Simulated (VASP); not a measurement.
Computed with PBEsol GGA, VASP's PBE PAW potentials (set 64) (plane waves; VASP).

VASP input:

INCAR:
```
LREAL = .FALSE.   ! projection in real space or not
PREC = Accurate
ISIF = 2
EDIFF = 1E-6   ! SCF stop (eV)
ISMEAR = -1   ! Fermi-Dirac
LASPH = .TRUE.   ! aspherical one-centre terms
LCHARG = .FALSE.
GGA = PS
SIGMA = 0.01
LMAXMIX = 4   ! l cut-off of mixed one-centre charges
SYSTEM = GaAgSnSe4
LWAVE = .FALSE.
ALGO = Normal
NELM = 100
ENCUT = 300   ! plane-wave cut-off (eV)
```

POSCAR:
```
GaAgSnSe4
1
   -3.0191700000     3.0191700000     5.4844950000
    3.0191700000    -3.0191700000     5.4844950000
    3.0191700000     3.0191700000    -5.4844950000
Ga Ag Sn Se
1 1 1 4
Direct
  0.5000000000   0.5000000000   0.0000000000
  0.2500000000   0.7500000000   0.5000000000
  0.7500000000   0.2500000000   0.5000000000
  0.6471000000   0.6346000000   0.5003800000
  0.3654000000   0.8657800000   0.0125000000
  0.1342200000   0.1467200000   0.4996200000
  0.8532800000   0.3529000000   0.9875000000
```

**KPOINTS**
```
Automatic mesh
0
G
6 6 6
```

POTCAR, in this order: Ga_d Ag Sn_d Se (PBE.64 set). Program: vasp_std.

At this cut-off the stress carries a Pulay error, which pulls relaxed volumes low. Gaps are read on the run's mesh, which can miss a band edge. Unless said otherwise, spin-orbit coupling is left out, though it shifts the bands of the heavy elements here.

**Question.** Estimate the energy per atom (σ→0), pressure, largest force, band gap (on the k-mesh).

**Answer.** 
```yaml
energy per atom (σ→0): -4.113 eV/atom
band gap (on the k-mesh): 0.79 eV
pressure: -2.52 GPa
largest_force: 0.109 eV/Å
```

**OSZICAR**
```
...
DAV:   8    -0.287913545969E+02    0.12062E-01   -0.63810E-02  3295   0.234E+00    0.937E-01
DAV:   9    -0.287905125337E+02    0.84206E-03   -0.12761E-02  3360   0.672E-01    0.145E-01
DAV:  10    -0.287906722617E+02   -0.15973E-03   -0.81880E-04  3473   0.228E-01    0.772E-02
DAV:  11    -0.287908476885E+02   -0.17543E-03   -0.23970E-04  3080   0.704E-02    0.210E-02
DAV:  12    -0.287908578741E+02   -0.10186E-04   -0.17117E-05  3473   0.335E-02    0.773E-03
DAV:  13    -0.287908596902E+02   -0.18161E-05   -0.41736E-06  2699   0.105E-02    0.240E-03
DAV:  14    -0.287908600845E+02   -0.39426E-06   -0.62697E-07  1847   0.470E-03
   1 F= -.28790860E+02 E0= -.28790860E+02  d E =-.224562E-12
```

The structure comes from a computed database's GaAgSnSe4 entry (I-4); how it stands against other phases isn't given here. The cell was not relaxed at this level. The run is one of a series of settings (KPOINTS 6×6×6 Γ-centred mesh against the base run), some of them coarse on purpose.
